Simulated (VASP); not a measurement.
# ZnS(110): relaxation, ionisation energy and affinity, part 3 of 3

Where do the bulk band edges lie against the vacuum outside ZnS(110)?

VASP 6.6.1; PBE; plane waves and PAW (Zn, S).

So far, gap on the k-mesh (eV): step 3 (band edges of the bulk) 2.01.

### 5. Potential and states of the slab

A static run writes the electrostatic potential without exchange and correlation (LVHAR), which is flat in the vacuum and gives the level to count from. The dipole correction cancels the field that unlike faces would set up across the vacuum.

File INCAR:

```
SYSTEM = ZnS
PREC = Normal
ENCUT = 320
EDIFF = 1E-06
NELM = 120
ISMEAR = 0
SIGMA = 0.03
LREAL = Auto
ALGO = Fast
GGA = PE
NBANDS = 100
LORBIT = 11
LWAVE = .FALSE.
LCHARG = .TRUE.
KPAR = 2
IDIPOL = 3
LDIPOL = .TRUE.
DIPOL = 0.5 0.5 0.5
LVHAR = .TRUE.
LVACPOTAV = .TRUE.
NEDOS = 1500
```

File POSCAR:

```
ZnS
1.0
    3.8492525117      0.0000000000      0.0000000000
    0.0000000000      5.4436651070      0.0000000000
    0.0000000000      0.0000000000     31.3970100467
Zn S
9 9
Direct
    0.0000000000      0.0524317863      0.2676061056
    0.5000000000      0.4845504926      0.3117660377
    0.0000000000      0.9932477677      0.3775559493
    0.5000000000      0.4951950785      0.4376446456
    0.0000000000      0.9979256210      0.5000000000
    0.5000000000      0.4951950785      0.5623553544
    0.0000000000      0.9932477677      0.6224440507
    0.5000000000      0.4845504926      0.6882339623
    0.0000000000      0.0524317863      0.7323938944
    0.0000000000      0.7362215335      0.3161060679
    0.5000000000      0.2499092702      0.2495116581
    0.0000000000      0.7454431391      0.4386486797
    0.5000000000      0.2447288955      0.3759646472
    0.0000000000      0.7454431391      0.5613513203
    0.5000000000      0.2486184523      0.5000000000
    0.0000000000      0.7362215335      0.6838939321
    0.5000000000      0.2447288955      0.6240353528
    0.5000000000      0.2499092702      0.7504883419
```

File KPOINTS:

```
Automatic mesh
0
Gamma
6 5 1
0 0 0
```

File KPOINTS_OPT:

```
Line mode
14
Line-mode
Reciprocal
  0.00000000   0.00000000   0.00000000 GAMMA
  0.50000000   0.00000000   0.00000000 X

  0.50000000   0.00000000   0.00000000 X
  0.50000000   0.50000000   0.00000000 S

  0.50000000   0.50000000   0.00000000 S
  0.00000000   0.50000000   0.00000000 Y

  0.00000000   0.50000000   0.00000000 Y
  0.00000000   0.00000000   0.00000000 GAMMA

  0.00000000   0.00000000   0.00000000 GAMMA
  0.50000000   0.50000000   0.00000000 S
```

Potentials, in the order of the species: Zn and S (PBE family, release 64).

Started as:

```console
mpirun -np 4 vasp_std
```

The log of the run:

```text
[banner, memory and clock lines left out]
running    4 mpi-ranks, on    1 nodes
 distrk:  each k-point on    2 cores,    2 groups
 distr:  one band on    1 cores,    2 groups

 POSCAR found type information on POSCAR ZnS
 POSCAR found :  2 types and      18 ions
 LDA part: xc-table for (Slater+PW92), standard interpolation
 POSCAR, INCAR and KPOINTS ok, starting setup
 FFT: planning ... GRIDC
 FFT: planning ... GRID_SOFT
 FFT: planning ... GRID
 WAVECAR not read
 entering main loop
       N       E                     dE             d eps       ncg     rms          rms(c)
DAV:   1     0.105678769959E+04    0.10568E+04   -0.55270E+04  2464   0.115E+03
DAV:   2     0.865177295790E+02   -0.97027E+03   -0.92665E+03  2640   0.308E+02
DAV:   3    -0.567251860182E+02   -0.14324E+03   -0.14193E+03  2664   0.126E+02
DAV:   4    -0.645686815960E+02   -0.78435E+01   -0.77951E+01  2800   0.280E+01
DAV:   5    -0.648251083360E+02   -0.25643E+00   -0.25615E+00  2936   0.483E+00    0.203E+01
RMM:   6    -0.607501200424E+02    0.40750E+01   -0.11291E+01  2630   0.125E+01    0.160E+01
RMM:   7    -0.606096739363E+02    0.14045E+00   -0.59999E+00  2617   0.836E+00    0.514E+00
RMM:   8    -0.606288005147E+02   -0.19127E-01   -0.94856E-01  2855   0.365E+00    0.220E+00
RMM:   9    -0.605483767455E+02    0.80424E-01   -0.26167E-01  2720   0.184E+00    0.113E+00
RMM:  10    -0.605490791047E+02   -0.70236E-03   -0.68938E-02  2853   0.127E+00    0.446E-01
RMM:  11    -0.605514714374E+02   -0.23923E-02   -0.21298E-02  3435   0.442E-01    0.356E-01
RMM:  12    -0.605512940858E+02    0.17735E-03   -0.34734E-03  2855   0.241E-01    0.213E-01
RMM:  13    -0.605513451730E+02   -0.51087E-04   -0.52175E-04  3140   0.687E-02    0.274E-01
RMM:  14    -0.605513177885E+02    0.27384E-04   -0.11909E-04  2962   0.314E-02    0.290E-01
RMM:  15    -0.605514360200E+02   -0.11823E-03   -0.43275E-05  2854   0.220E-02    0.266E-01
RMM:  16    -0.605514428685E+02   -0.68485E-05   -0.13401E-05  2720   0.117E-02    0.289E-01
RMM:  17    -0.605514568567E+02   -0.13988E-04   -0.46083E-06  2183   0.632E-03    0.308E-01
RMM:  18    -0.605514717171E+02   -0.14860E-04   -0.25086E-06  2025   0.369E-03    0.322E-01
RMM:  19    -0.605514801452E+02   -0.84281E-05   -0.15035E-06  1923   0.325E-03    0.328E-01
RMM:  20    -0.605514813811E+02   -0.12359E-05   -0.28669E-07  1689   0.159E-03    0.332E-01
RMM:  21    -0.605514802724E+02    0.11087E-05   -0.96356E-08  1537   0.111E-03    0.324E-01
RMM:  22    -0.605514757545E+02    0.45179E-05   -0.64707E-07  1774   0.233E-03    0.293E-01
RMM:  23    -0.605514634353E+02    0.12319E-04   -0.37015E-06  2146   0.386E-03    0.243E-01
RMM:  24    -0.605514576605E+02    0.57748E-05   -0.25650E-06  1990   0.410E-03    0.197E-01
RMM:  25    -0.605514547810E+02    0.28795E-05   -0.35960E-06  2167   0.364E-03    0.142E-01
RMM:  26    -0.605514530614E+02    0.17197E-05   -0.88490E-06  2350   0.565E-03    0.789E-02
RMM:  27    -0.605514557829E+02   -0.27215E-05   -0.37728E-06  2198   0.418E-03    0.402E-02
RMM:  28    -0.605514589235E+02   -0.31406E-05   -0.12567E-06  1829   0.312E-03    0.184E-02
RMM:  29    -0.605514625436E+02   -0.36201E-05   -0.59783E-07  1806   0.194E-03    0.693E-03
RMM:  30    -0.605514654665E+02   -0.29230E-05   -0.51882E-07  1674   0.153E-03    0.123E-03
RMM:  31    -0.605514664641E+02   -0.99755E-06   -0.11870E-07  1412   0.103E-03
|                                                                             |
|           W    W    AA    RRRRR   N    N  II  N    N   GGGG   !!!           |
|           W    W   A  A   R    R  NN   N  II  NN   N  G    G  !!!           |
|           W    W  A    A  R    R  N N  N  II  N N  N  G       !!!           |
|           W WW W  AAAAAA  RRRRR   N  N N  II  N  N N  G  GGG   !            |
|           WW  WW  A    A  R   R   N   NN  II  N   NN  G    G                |
|           W    W  A    A  R    R  N    N  II  N    N   GGGG   !!!           |
|                                                                             |
|     Did not find any points to average over, which means that no vacuum     |
|     field-free region was found. Please increase the size of  your cell     |
|     in the dimension of the dipole correction to obtain accurate            |
|     workfunction values.                                                    |
|                                                                             |

   1 F= -.60551466E+02 E0= -.60551466E+02  d E =-.358246E-11
 Start KPOINTS_OPT (optional k-point list driver)
k-point batch [1-12\70]
       N       E                     dE             ncg
DAV:   1    -0.355902032309E+03   -0.16037E+05     2432
DAV:   2    -0.118882020381E+05   -0.11532E+05     2608
DAV:   3    -0.135714470561E+05   -0.16832E+04     2732
DAV:   4    -0.136606758965E+05   -0.89229E+02     2736
DAV:   5    -0.136636066191E+05   -0.29307E+01     3128
DAV:   6    -0.136637080505E+05   -0.10143E+00     2912
DAV:   7    -0.136637135381E+05   -0.54876E-02     3200
DAV:   8    -0.136637138195E+05   -0.28139E-03     2584
DAV:   9    -0.136637138342E+05   -0.14712E-04     2256
DAV:  10    -0.136637138349E+05   -0.68060E-06     1784
[...]
k-point batch [61-70\70]
       N       E                     dE             ncg
DAV:   1     0.103560223076E+03   -0.28483E+05     2064
DAV:   2    -0.945966899055E+04   -0.95632E+04     2176
DAV:   3    -0.107944045431E+05   -0.13347E+04     2208
DAV:   4    -0.108625803815E+05   -0.68176E+02     2344
DAV:   5    -0.108647883965E+05   -0.22080E+01     2560
DAV:   6    -0.108648801478E+05   -0.91751E-01     2416
DAV:   7    -0.108648854058E+05   -0.52580E-02     2664
DAV:   8    -0.108648856687E+05   -0.26295E-03     2184
DAV:   9    -0.108648856814E+05   -0.12684E-04     1896
DAV:  10    -0.108648856819E+05   -0.53366E-06     1528
```

It took 4.4 min on 4 MPI ranks of AMD EPYC 9R14 (Zen 4), shared host; peak memory 1.4 GiB.

OUTCAR, selected parts (step 5):

```text
   NELECT =     162.0000    total number of electrons

 E-fermi :  -1.5398

 k-point     1 :       0.0000    0.0000    0.0000
  band No.  band energies     occupation
    ...
     77      -1.8639      2.00000
     78      -1.8266      2.00000
     79      -1.7662      2.00000
     80      -1.7208      2.00000
     81      -1.6701      2.00000
     82       0.5066      0.00000
     83       1.0332      0.00000
     84       1.6905      0.00000
     85       1.8613      0.00000
     86       2.1293      0.00000
    ...

  Total       -1.0935463     -0.6053535     -1.0001251      0.0000000      0.0000000      0.0000000
  in kB       -2.6631258     -1.4742243     -2.4356160      0.0000000      0.0000000      0.0000000
  external PRESSURE =      -2.1909887 kB  Pullay stress =       0.0000000 kB

 POSITION                                       TOTAL-FORCE (eV/Angst)
 -----------------------------------------------------------------------------------
      0.00000      0.28542      8.40203        -0.000000      0.014637      0.010326
      1.92463      2.63773      9.78852         0.000000     -0.002971      0.016696
      0.00000      5.40691     11.85413        -0.000000      0.004416      0.015041
      1.92463      2.69568     13.74073         0.000000     -0.019477      0.017486
      0.00000      5.43237     15.69851        -0.000000     -0.008935     -0.000000
      1.92463      2.69568     17.65628         0.000000     -0.019477     -0.017486
      0.00000      5.40691     19.54288        -0.000000      0.004416     -0.015041
      1.92463      2.63773     21.60849         0.000000     -0.002971     -0.016696
      0.00000      0.28542     22.99498        -0.000000      0.014637     -0.010326
      0.00000      4.00774      9.92479        -0.000000      0.007621      0.002386
      1.92463      1.36042      7.83392        -0.000000      0.017741     -0.008701
      0.00000      4.05794     13.77226        -0.000000     -0.009421      0.024384
      1.92463      1.33222     11.80417        -0.000000      0.006788      0.021272
      0.00000      4.05794     17.62475        -0.000000     -0.009421     -0.024384
      1.92463      1.35340     15.69851        -0.000000     -0.029731     -0.000000
      0.00000      4.00774     21.47222        -0.000000      0.007621     -0.002386
      1.92463      1.33222     19.59284        -0.000000      0.006788     -0.021272
      1.92463      1.36042     23.56309        -0.000000      0.017741      0.008701
 -----------------------------------------------------------------------------------
    total drift:                                0.000000      0.050403     -0.000227

  FREE ENERGIE OF THE ION-ELECTRON SYSTEM (eV)
  ---------------------------------------------------
  free  energy   TOTEN  =       -60.5514664641 eV

  energy  without entropy=      -60.5514664641  energy(sigma->0) =      -60.55146646

 vacuum level on the upper side and lower side of the slab         4.379         4.379

[... 8 parts as in an earlier step ...]

[... 10 further parts left out ...]
```

This step gave:

* electronic cycles: 31
* free energy (TOTEN): -60.5515 eV
* Fermi energy: -1.540 eV
* least gap on mesh and path: 2.177 eV
* least direct gap on mesh and path: 2.177 eV
* vacuum levels: 4.379, 4.379 eV
* ionisation potentials of the upper and lower face: 6.049, 6.049 eV
* electron affinities of the upper and lower face: 3.872, 3.872 eV

The electronic bands at the labelled points (eV, zero at the valence-band top; v1 is the highest filled band, c1 the lowest empty one):

```
          point     v4     v3     v2     v1    c1    c2    c3    c4
              Γ  -0.16  -0.10  -0.05   0.00  2.18  2.70  3.36  3.53
0.46 of the way  -0.80  -0.77  -0.58  -0.32  3.50  3.79  3.87  4.03
              X  -1.37  -1.08  -0.91  -0.77  3.08  3.21  3.76  4.09
0.54 of the way  -1.09  -1.09  -0.83  -0.73  3.58  3.66  4.02  4.07
              S  -1.00  -0.94  -0.72  -0.66  3.26  3.52  3.61  4.29
0.46 of the way  -0.83  -0.81  -0.61  -0.59  3.93  4.08  4.12  4.53
              Y  -0.75  -0.73  -0.55  -0.55  3.34  3.34  3.56  3.66
0.54 of the way  -0.31  -0.31  -0.30  -0.24  3.03  3.13  3.34  3.58
              Γ  -0.16  -0.10  -0.05   0.00  2.18  2.70  3.36  3.53
0.46 of the way  -0.72  -0.66  -0.41  -0.39  3.49  3.88  4.04  4.13
              S  -1.00  -0.94  -0.72  -0.66  3.26  3.52  3.61  4.29
```

Of the projections kept (Zn, S), the largest for each band there; the rest of the weight can lie on other orbitals:

| point | v4 | v3 | v2 | v1 | c1 | c2 | c3 | c4 |
| --- | --- | --- | --- | --- | --- | --- | --- | --- |
| Γ | S 0.76 | S 0.75 | S 0.73 | S 0.75 | S 0.51 | S 0.55 | S 0.52 | Zn 0.73 |
| X | S 0.77 | S 0.72 | S 0.80 | S 0.79 | Zn 0.80 | Zn 0.80 | Zn 0.76 | Zn 0.76 |
| S | S 0.75 | S 0.73 | S 0.77 | S 0.80 | Zn 0.74 | Zn 0.65 | Zn 0.70 | Zn 0.58 |
| Y | S 0.68 | S 0.69 | S 0.76 | S 0.76 | Zn 0.68 | Zn 0.71 | Zn 0.62 | Zn 0.69 |
| Γ | S 0.76 | S 0.75 | S 0.73 | S 0.75 | S 0.51 | S 0.55 | S 0.52 | Zn 0.73 |
| S | S 0.75 | S 0.73 | S 0.77 | S 0.80 | Zn 0.74 | Zn 0.65 | Zn 0.70 | Zn 0.58 |

The planar average of the electrostatic potential oscillates, so the rows of the table below give means over windows of 1.91 Å about each position, cut where the curve ends. Its maxima inside the range that stand out by 2 % of the span (Å: eV): 8.7: 0.499, 10.9: 1.77, 12.8: 1.53, 14.7: 1.63, 16.7: 1.63, 18.6: 1.53, 20.5: 1.77, 22.7: 0.499. Its minima: 7.8: -4.68, 9.9: -5.75, 11.8: -5.46, 13.8: -5.53, 15.7: -5.50, 17.6: -5.53, 19.6: -5.46, 21.5: -5.75, 23.5: -4.68.

Zero at the Fermi level. Table of planar average of the electrostatic potential by height; means over each step:

```
height (Å)  planar average of the electrostatic potential (eV)
      0.95                                                5.92
      2.86                                                5.92
      4.77                                                5.91
      6.68                                                3.80
      8.59                                               -1.92
     10.50                                               -2.09
     12.41                                               -1.93
     14.32                                               -1.98
     16.23                                               -1.97
     18.14                                               -1.98
     20.05                                               -1.96
     21.96                                               -2.47
     23.87                                              -0.225
     25.78                                                5.83
     27.69                                                5.92
     29.60                                                5.92
```

Density of states in the PAW spheres, an atom over height of the layer and energy from the Fermi level.

Ten even steps from '0' (0.00 states/eV) to '9' (1.20 states/eV), each cell a mean:
```
00000000000000000
00000000000000000
00000000000000000
20022002120022002
51133013131033115
92246114341164229
92255225452255229
82367337573376328
72355226562255327
42256336463365224
42257325352375224
32244224442244223
22254225452245222
32343224342234323
11111111111111111
11110111111101111
12121111111112121
13120111111102131
13322332223322331
24543553435534542
12323454545432321
00101111111110100
```
Columns: height of the layer (Å) from 7.8 to 23.6 (not evenly spaced); rows upwards: energy from the Fermi level (eV) from -4.9 to 0.5.

Electrostatic potential energy in the cb plane at fractional x = 0.000, with atoms of Zn and S within 0.2 Å of it. With pseudopotentials it is smooth inside the atoms' cores, unlike the true potential.

Ten even steps from '0' (-46 eV) to '9' (4 eV), each cell a mean:
```
99999999999999999999876667888877776788888677
99999999999999999999987787535787667873268766
99999999999999999999999985000488888720006888
99999999999999999999999983000289999710005899
99999999999999999999999986000589999830027999
99999999999999999999999998646899999986679999
99999999999999999999999999989999999999999999
99999999999999999999999999999999999999999999
99999999999999999999999999999999999999999999
99999999999999999999999999999999999999999999
99999999999999999999988788999999999999999999
99999999999999999999876767899988778999999877
99999999999999999999867776899976776899998767
99999999999999999999867776899877777799998677
```
Columns run along c (16.0 Å, from fractional 0.00 to 0.51 of the cell; values clipped at the 3rd and 97th percentile), rows up along b (5.4 Å). Atoms in or near the plane, at fractional coordinates: Zn at (0.27, 0.05), Zn at (0.38, 0.99), Zn at (0.50, 0.00), S at (0.32, 0.74), S at (0.44, 0.75).

Valence density in the cb plane at fractional x = 0.000, with atoms of Zn and S within 0.2 Å of it. It is the smooth field of the valence electrons, not physical close to the nuclei.

Ten steps, logarithmic in the rise over the least value, from '0' (0 e/Å³) to '9' (17 e/Å³), each cell a mean:
```
00000000000000000000125653222237996222222489
00000000000000000000012223343324553334433345
00000000000000000000001124434432222344343222
00000000000000000000000124303421112342143211
00000000000000000000000123434321001234443110
00000000000000000000000012333210001123332100
00000000000000000000000011222110000112211000
00000000000000000000000000111000000001110000
00000000000000000000000000000000000000000000
00000000000000000000011110000000000000000000
00000000000000000000112211000001111000000111
00000000000000000000125652100012221100001123
00000000000000000001258984111125764110011367
00000000000000000000158984211137996211112589
```
Columns run along c (16.0 Å, from fractional 0.00 to 0.51 of the cell), rows up along b (5.4 Å). Atoms in or near the plane, at fractional coordinates: Zn at (0.27, 0.05), Zn at (0.38, 0.99), Zn at (0.50, 0.00), S at (0.32, 0.74), S at (0.44, 0.75).

The map of layer states is cut here 0.5 eV above the Fermi level, so it leaves out the states above that, and it starts at -5 eV, leaving out a taller peak below that would set the scale.

The vacuum level lies 6.05 eV above the highest filled level at the upper face; both faces agree, as the slab has next to no dipole.

The program found no field-free point at its default tolerance, but its printed level agrees with the flat part of the planar average.

### 6. Lining up bulk and slab

This step: band edges against the vacuum, PBE; plane waves and PAW (VASP 6.6.1).

No new run; the numbers come from the runs before.

Numbers from this step:

```
ionisation energy       : 6.042 eV
offset spread           : 0.02960 eV
bulk gap                : 2.012 eV
slab gap                : 2.177 eV
electron affinity       : 4.030 eV
buckling                : 0.5681 Å
tilt                    : 27.86 degree
surface energy, relaxed : 0.4191 J/m²
```

The averaged core potentials of the four middle atoms lie -3.573 eV from those of the bulk run. The bulk valence top (1.910 eV), moved by that offset, is taken from the upper vacuum level (4.379 eV).

### 7. Outcome

```json
{
 "ionisation energy": "6.04 eV",
 "electron affinity": "4.03 eV",
 "buckling": "0.568 Å",
 "surface energy, relaxed": "0.419 J/m²"
}
```

What this shows: The bulk valence-band top lies 6.04 eV below the vacuum of ZnS(110), and the conduction-band bottom 4.03 eV. The top layer buckles by 0.57 Å, a tilt of 28°, with S outermost, as the anion takes the dangling-bond electrons and the cation flattens towards sp². The surface costs 0.42 J/m². The slab's least gap is 2.18 eV, against 2.01 eV in the bulk. Confinement widens it, surface states can narrow it, and the two gaps need not lie at the same wave vector; the faces' own affinities count to the slab's lowest empty state. The offsets of the four middle atoms spread by 0.03 eV; a shift common to all four would not show in it. One thickness was run. Semilocal band edges put the valence top too high and the gap too small.

Computed beside measured:

| quantity | measured | PBE |
| --- | --- | --- |
| lattice constant a (Å) | 5.411 | 5.444 (+0.6 %) |
| band gap (direct gap) (eV) | 3.85 | 2.01 (-1.84 eV) |

Measured values from pmc:11595366 (2024) and arxiv:0911.5022 (2009).

How well it matches: The lattice constant a is off by +0.6 %: good agreement. The band gap is off by -1.84 eV: a clear miss. Local and semilocal functionals usually give gaps below the measured ones. Zero-point and thermal motion shift the measured gap. The grades are ours: good and fair within 0.7 and 1.5 % for the lattice constant a. Zero-point motion and thermal expansion are not in the computed lattice constants. As a rule both would widen the computed cell, so the excess over experiment is if anything larger than shown.

[Lines on the potential files, build, host, timing and source positions are cut from VASP's logs without a mark.]

[Logs are printed without paths, hosts, clocks, repeated set-up lines and the standing remarks that a program may print on its own settings, such as how far it seeks lower states.]

[Hosts, paths, dates, database ids (printed as entryN), source tags and the programs' standing remarks are cut or masked in the printed files.]

[Runs that stopped without an error message from VASP are left out.]
